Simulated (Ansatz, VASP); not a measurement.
# BP: VASP beside Ansatz

Aim: how closely do two programs agree when they are given the same cell, functional and k mesh? The cell is taken from a series of runs on this material, whose earlier steps may have relaxed, scaled, displaced or heated it; both programs get it as it stands.

Calculated with Ansatz 0.2.0; plane waves, with VASP 6.6.1 beside it; zone-centre phonons at LDA.

### 1. Starting point

It takes space group F-43m (No. 216, cubic). The conventional cell has a = 4.487 Å, b = 4.487 Å, c = 4.487 Å, α = 90.00°, β = 90.00°, γ = 90.00°. Nearest to B lie 4 P at 1.94 Å. P has 4 B at 1.94 Å nearest. Farther neighbours are not listed.

### 2. Ansatz: zone-centre phonons, LDA

Ansatz runs on its default PAW (the set named soft_2) files.

Second derivatives magnify differences that forces hide, and they need a tight electronic threshold.

input.yaml

```yaml
crystal:
  lattice:
    - [-2.243490855, 0.0, 2.243490855]
    - [0.0, 2.243490855, 2.243490855]
    - [-2.243490855, 2.243490855, 0.0]
  atoms:
    - { symbol: B, position: [0.0, 0.0, 0.0] }
    - { symbol: P, position: [0.25, 0.25, 0.25] }
kpoints:
  mp_grid: { grid: [8, 8, 8] }
hamiltonian:
  xc: lda
scf:
  occupations: { method: fixed }
output:
  eigenvalues: true
phonons:
  method: dfpt
  dielectric: true
  rigid_motions: translations
  qmesh: [4, 4, 4]
  temperatures: { t_max: 1000, t_step: 50 }
  qpath:
    path:
      - [[0.0, 0.0, 0.0], [0.0, 0.5, 0.5], [0.0, 0.625, 0.375]]
      - [[-0.375, 0.375, 0.0], [0.0, 0.0, 0.0], [0.0, 0.5, 0.0], [-0.25, 0.5, 0.25], [0.0, 0.5, 0.5]]
    npoints: 12
```

Run with:

```bash
> ansatz run input.yaml --threads 2 --pin off --max-ram 4096MiB --backend cpu --events-out ev --progress --plain --runs-dir out
```

Numbers of over 12 decimals in the logs are rounded to 6 here.

What it wrote:

```text
Warning: phonons: the dynamical matrix that this run interpolates holds no multipole term above the dipole-dipole one, and a site of this crystal is no centre of inversion, so its interpolated transverse optical and acoustic branches and sound speeds can stay off near Gamma, and the density of states and the thermodynamics with them. What a run solves at a wave vector of phonons.qpoints, Gamma apart, where the deck admits one, is free of this, and under fd what a larger phonons.supercell samples
Engine: ansatz 0.2.0, aarch64-unknown-linux-gnu
Pseudopotentials: kind: paw
Pseudopotential: B, paw, valence charge 3, recommended cutoff 420 eV (normal), B.paw.azcp
Pseudopotential: P, paw, valence charge 5, recommended cutoff 420 eV (normal), P.paw.azcp
Functional definition: SPW92
  exchange = slater_x
  correlation = pw_c
Crystal: 2 atoms, lattice volume = 22.584 Å³
Basis set: ecut = 420 eV, 459 PW (Γ), exchange–correlation on 48×48×48 points (8 copies of the dense FFT grid, shifted against one another)
Bands: 8, of which v1, the nominal top of the filled ones, is band 4 counted from 1 (3 counted from 0)
Symmetry: 24 space group operations
k-points: 95 of 512 (irreducible under 4 space group operations, time reversal used)
Non-local potential: B, projectors of the file, l = 0: 2, l = 1: 2, l = 2: 1
Non-local potential: P, projectors of the file, l = 0: 2, l = 1: 2, l = 2: 2
PAW form: soft (Blöchl's): semilocal exchange-correlation on the pseudo side does not see the compensation charge
PAW frozen core: B, regenerated for the run's functional, and the local potential with it (the file was generated under x = pbe(κ = 0.804, μ = 0.219515), c = pbe(β = 0.066725))
PAW frozen core: P, regenerated for the run's functional, and the local potential with it (the file was generated under x = pbe(κ = 0.804, μ = 0.219515), c = pbe(β = 0.066725))
PAW one-centre angular grid: B, 110 points (default); XC on 64 Gauss nodes
PAW one-centre angular grid: P, 110 points (default); XC on 64 Gauss nodes
Initial density: superposition of atomic densities (neutral atoms: chi_scale 0, normalization atom), corrected by the library's trained network
Initial wavefunctions: pseudopotential atomic-orbital guess
Functional: x = slater, c = lda
SCF iter   1: F=—  HF=-876.636706 eV  |F-HF|=—  |Δ(HF+E_count)|=         —  Δρ=5.34e-3  dr2=4.95e-3  ethr=1.77e-3  ⟨swp⟩=5.1  Hψ=5575  notcnv=0  defer=182
preconditioner: auto → none  [insulator: Δε(μ)=1.172 eV  Ē_g=12.960 eV  n_scr=0 (ndim 8)  ℏωp=22.1 eV  f_vac=0.000  ε∞_Penn≈3.9]
SCF iter   2: F=—  HF=-876.635817 eV  |F-HF|=—  |Δ(HF+E_count)|=   8.89e-4  Δρ=2.39e-3  dr2=7.85e-4  ethr=6.18e-5  ⟨swp⟩=2.5  Hψ=1880  notcnv=0  defer=179
SCF iter   3: F=—  HF=-876.635638 eV  |F-HF|=—  |Δ(HF+E_count)|=   1.78e-4  Δρ=1.06e-3  dr2=1.19e-4  ethr=9.81e-6  ⟨swp⟩=3.0  Hψ=1273  notcnv=0  defer=179
SCF iter   4: F=—  HF=-876.635625 eV  |F-HF|=—  |Δ(HF+E_count)|=   1.34e-5  Δρ=4.70e-4  dr2=2.49e-5  ethr=1.49e-6  ⟨swp⟩=1.0  Hψ=760  notcnv=0  defer=168
SCF iter   5: F=—  HF=-876.635621 eV  |F-HF|=—  |Δ(HF+E_count)|=   4.33e-6  Δρ=1.10e-4  dr2=1.72e-6  ethr=3.11e-7  ⟨swp⟩=1.0  Hψ=760  notcnv=0  defer=158
SCF iter   6: F=—  HF=-876.635620 eV  |F-HF|=—  |Δ(HF+E_count)|=   3.30e-7  Δρ=1.57e-5  dr2=5.99e-8  ethr=2.15e-8  ⟨swp⟩=2.0  Hψ=1113  notcnv=0  defer=147
SCF iter   7: F=—  HF=-876.635621 eV  |F-HF|=—  |Δ(HF+E_count)|=   3.01e-7  Δρ=1.17e-6  dr2=2.17e-10  ethr=7.48e-10  ⟨swp⟩=2.3  Hψ=1138  notcnv=0  defer=154
SCF iter   8: F=-876.635621 eV  HF=-876.635621 eV  |F-HF|=5.46e-12  |Δ(HF+E_count)|=  5.85e-11  Δρ=1.72e-7  dr2=7.27e-12  ethr=1.25e-12  ⟨swp⟩=10.9  Hψ=5282  notcnv=0
SCF 1 converged in 8 iterations: F = -876.635621 eV  dr2 = 7.27e-12
  greatest PAW one-centre occupation: 0.772 electrons in one spin orbital (limit 2), on the P atom at site 1 (counted from 0), in its partial waves of l = 0
NSCF: frozen V_eff on 13 k-points
DFPT response loops at Γ: preconditioner auto → none (the input reference at scf.mixing.eps_inf says where Resta's filter doesn't serve); β = 0.50; Broyden in place of MSR1
── the response to a field inside a basis, on 8×8×8 k-points: an SCF that follows is theirs, and a resumed run solves both again ──
Bands: 5, of which v1, the nominal top of the filled ones, is band 4 counted from 1 (3 counted from 0)
k-points: 60 of 512 (irreducible under 6 space group operations, time reversal used)
Initial density: handed on by an earlier stage of this run
Initial wavefunctions: pseudopotential atomic-orbital guess (no wavefunctions were taken with the density)
Eigensolver: Dense (60 Hₖ)
SCF iter   1: F=—  HF=-876.638711 eV  |F-HF|=—  |Δ(HF+E_count)|=         —  Δρ=2.13e-4  dr2=2.29e-6  ethr=1.00e-1
preconditioner: auto → none  [insulator: Δε(μ)=1.485 eV  Ē_g=9.959 eV  n_scr=0 (ndim 8)  ℏωp=22.1 eV  f_vac=0.000  ε∞_Penn≈5.9]
SCF iter   2: F=—  HF=-876.638712 eV  |F-HF|=—  |Δ(HF+E_count)|=   8.56e-7  Δρ=1.04e-4  dr2=3.98e-7  ethr=2.87e-8
SCF iter   3: F=-876.638712 eV  HF=-876.638712 eV  |F-HF|=4.79e-10  |Δ(HF+E_count)|=   3.94e-7  Δρ=1.47e-5  dr2=1.51e-8  ethr=4.97e-9
SCF 1 converged in 3 iterations: F = -876.638712 eV  dr2 = 1.51e-8
DFPT response loops at Γ: mixed as the last ones told, above
[...]
Internal energy: -876.635621 eV  (E = F + TS)
E sigma→0 (E₀):  -876.635621 eV
Fermi energy:    9.522059 eV
--- Per-component energies (eV) ---
  E_band       = 23.430408
  E_kinetic    = 123.772572
  E_local      = -67.748258  (includes V_loc(G=0)·N_el)
  E_nonlocal   = 47.131174
  E_hartree    = 16.559809
  E_xc         = -94.999654
  E_vxc        = -101.310764  (∫ρ·V_xc dr)
  E_paw        = -612.776809  (= ΣΔE_a)
  E_vpaw       = -11.533934  (= ΣTr[D̂ρ^β])
  E_aug_tail   = -0.000000  (compensation charges beyond the density's cutoff)
  E_ewald      = -288.737640
  E_core_change = 0.163186  (= ΣΔE_core)
  E_smearing   = -0.000000  (= −TS)
  E_closure    = 0.000000  (closes the sum)
  Σ components = -876.635621   (vs F -876.635621, Δ=0.00e0)
--- Band table (eV; the first three rows and the last of 95) ---
  k-point 0: bands = ["-6.1756", "9.5221", "9.5221", "9.5221", "12.9525", "12.9525", "12.9525", "17.3944"]
  k-point 1: bands = ["-5.8872", "7.6467", "9.0844", "9.0844", "13.5185", "13.5557", "13.5557", "18.1042"]
  k-point 2: bands = ["-5.0395", "4.5986", "8.3830", "8.3830", "13.6563", "14.3194", "14.3194", "19.3115"]
  k-point 94: bands = ["-1.1721", "0.8617", "5.2957", "5.2957", "10.7623", "11.0442", "21.7730", "21.7730"]
--- Phonons (Γ-DFPT): 2 representative perturbations + reference, on 95 of 512 k-points (Σ response iterations 6) ---
  k mesh reduced under 4 symmetry operations, with k and −k counted as one. Each operation leaves every solved perturbation unchanged. A smaller set is not considered because the run solves the response to a homogeneous field
  ASR residual: 1.141e-4 → 0.000e0 eV/Å²; symmetrization residual: 7.814e-8 eV/Å²
  ASR residual per site (eV/Å²): 8.82e-6 1.14e-4
  Γ frequencies (cm⁻¹): 0.00 0.00 0.00 822.90 822.90 822.90
  ε∞ (high-frequency dielectric tensor):
        9.179057     0.000000     0.000000
        0.000000     9.179057     0.000000
        0.000000     0.000000     9.179057
  ε⁰ (static dielectric tensor: ions relaxed, cell fixed):
        9.347302     0.000000     0.000000
        0.000000     9.347302    -0.000000
        0.000000    -0.000000     9.347302
  ε⁰ − ε∞ (ionic part):
        0.168245     0.000000     0.000000
        0.000000     0.168245    -0.000000
        0.000000    -0.000000     0.168245
  softest optical mode at Γ: 822.90 cm⁻¹; the repairs (sum rule, projections) moved no ω² at Γ by more than (1.01 cm⁻¹)²
  Born effective charges Z* (e; rows j = field, columns β = displacement):
    site 0:
        -0.64732   -0.00000   -0.00000
        -0.00000   -0.64732    0.00000
         0.00000    0.00000   -0.64732
    site 1:
         0.64732    0.00000    0.00000
         0.00000    0.64732   -0.00000
        -0.00000   -0.00000    0.64732
  Z* charge neutrality: 1.435e-4 e pre-enforcement
  solved inside a basis spanned on kpoints, on 8×8×8 k-points, its susceptibility summed on 12×12×12: ε∞ is read to err by 3.0e-2, Z* by 5.5e-3 e (field_mesh: kpoints solves on kpoints); Z* is corrected for what the basis lacks
  optical modes at Γ without the LO–TO term, one row a degenerate level:
      ω (cm⁻¹)  modes    IR ((D/Å)²/amu)
        822.90      3             3.6191
  optical modes at Γ + LO–TO along q̂ = [1.0000, 0.0000, 0.0000]:
      ω (cm⁻¹)  modes    IR ((D/Å)²/amu)
        822.90      2             2.4128
        830.41      1             1.2064
  optical modes at Γ + LO–TO along q̂ = [0.0000, 1.0000, 0.0000]:
      ω (cm⁻¹)  modes    IR ((D/Å)²/amu)
        822.90      2             2.4128
        830.41      1             1.2064
  optical modes at Γ + LO–TO along q̂ = [0.0000, 0.0000, 1.0000]:
      ω (cm⁻¹)  modes    IR ((D/Å)²/amu)
        822.90      2             2.4128
        830.41      1             1.2064
--- Phonons (arbitrary-q DFPT): 8 irreducible q on the 4×4×4 mesh ---
  q = [0.0000, 0.0000, 0.0000] (star 1, of the zone-centre solve; hermiticity 7.83e-9, symmetrization 7.12e-16): -0.00 0.00 0.00 822.90 822.90 822.90
  q = [0.0000, 0.0000, 0.2500] (star 8, 2 solved perturbations on 288 of 512 k-point pairs; hermiticity 6.73e-9, symmetrization 2.61e-15): 178.34 178.34 352.91 796.74 796.74 812.39
  q = [0.0000, 0.0000, -0.5000] (star 4, 2 solved perturbations on 150 of 512 k-point pairs; hermiticity 3.95e-9, symmetrization 1.49e-15): 222.57 222.57 518.87 777.18 784.49 784.49
  q = [0.0000, 0.2500, 0.2500] (star 6, 4 solved perturbations in 528 linear systems a pass and spin channel, the states on 164 of 512 k-point pairs; hermiticity 1.61e-8, symmetrization 1.32e-15): 240.36 240.36 368.94 767.73 767.73 825.64
  q = [0.0000, 0.2500, -0.5000] (star 24, 4 solved perturbations in 1600 linear systems a pass and spin channel, the states on 512 of 512 k-point pairs; hermiticity 8.80e-9, symmetrization 3.11e-15): 283.44 367.49 466.07 720.41 748.75 807.17
  q = [0.0000, 0.2500, -0.2500] (star 12, 4 solved perturbations in 904 linear systems a pass and spin channel, the states on 288 of 512 k-point pairs; hermiticity 1.72e-8, symmetrization 6.28e-15): 262.07 357.88 419.60 732.24 760.33 809.16
  q = [0.0000, -0.5000, -0.5000] (star 3, 4 solved perturbations in 308 linear systems a pass and spin channel, the states on 95 of 512 k-point pairs; hermiticity 9.86e-9, symmetrization 2.59e-15): 311.11 311.11 537.82 731.47 731.47 805.84
  q = [0.2500, -0.5000, -0.2500] (star 6, 4 solved perturbations in 502 linear systems a pass and spin channel, the states on 164 of 512 k-point pairs; hermiticity 1.03e-8, symmetrization 2.04e-15): 370.00 416.87 445.50 686.29 731.45 803.51
  sum rule: each row above includes the acoustic sum rule's correction from the zone centre's row sums; it moved no ω² by more than (1.00 cm⁻¹)²
  mesh force constants: q→R imaginary residual 1.37e-18; ASR residual 1.141e-4 → 0.000e0 eV/Å²; symmetrization residual 1.066e-14 eV/Å²
  interpolated dispersion: 75 rows × 6 modes
  density of states and harmonic sums: on the 24×24×24 q-mesh, interpolated from the force constants of a 4×4×4 supercell (with the dipole–dipole term)
  largest difference from the sums on the solved wave vectors: F 7.47e-3 eV, S 1.15e-5 and C_V 4.02e-6 eV/K
  zero-point energy: 0.206069 eV/cell   skipped modes (ω ≤ 0): 3   left out of the sums: 3.62e-5 of the cell's modes: C_V's classical limit lies that fraction below 3 k_B per atom; for a crystal, a wire or a layer, F and S can be off by more, and a phonons.interpolated_qmesh denser along its periods is the remedy for the sampling
[key lines of the parts left out:]
SCF converged after 8 iterations
Free energy (F): -876.635621 eV
```

The column dr2 measures how far the density is from self-consistency, as an energy; F and HF (Harris–Foulkes) agree once it is small.

(Continued in part 2 of 2.)

[Lines on the potential files, build, host, timing and source positions are cut from VASP's logs without a mark.]

[Logs are printed without paths, hosts, clocks, repeated set-up lines and the standing remarks that a program may print on its own settings, such as how far it seeks lower states.]

[Hosts, paths, dates, database ids (printed as entryN), source tags and the programs' standing remarks are cut or masked in the printed files.]
